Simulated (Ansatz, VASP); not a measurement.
# MgBe: VASP beside Ansatz

```xyz
2
Lattice="2.8750 0.0000 0.0000 -1.4375 2.4899 0.0000 0.0000 0.0000 4.2241" Properties=species:S:1:pos:R:3 pbc="T T T"
Mg    0.0000    1.6599    0.0000
Be    1.4375    0.8300    2.1120
```

Alike in both runs: functional PBEsol; k mesh 18 × 18 × 10; occupations fermi-dirac, width 0.15 eV; no spin polarisation.

Ansatz relaxed the structure, and its values are those at the end. VASP's run is a single point on that final structure, the one shown.

|  | VASP | Ansatz |
| --- | --- | --- |
| version | VASP 6.6.1 | Ansatz 0.2.0 |
| potentials or method | VASP PAW PBE potentials, release 64 (Mg, Be) | scalar-relativistic, plane waves, PAW |
| plane-wave cutoff (eV) | 520 | 420 |
| valence electrons in the cell | 4 | 12 |

VASP gave:

* gap on the k mesh at the Fermi level (eV): none
* pressure (GPa): 0.1

Task: Which values does Ansatz return?

Result: gap on the k mesh at the Fermi level (eV): none; pressure (GPa): 0.0.

A gap of «none» marks a metal or a gap that the smearing closes. The functional is the same, so the differences come from potentials, cutoffs and numerics. The two sets of potentials don't hold the same shells in valence.

Caveats: the PAW data sets were made with another functional, which shifts forces and pressure a little (VASP).
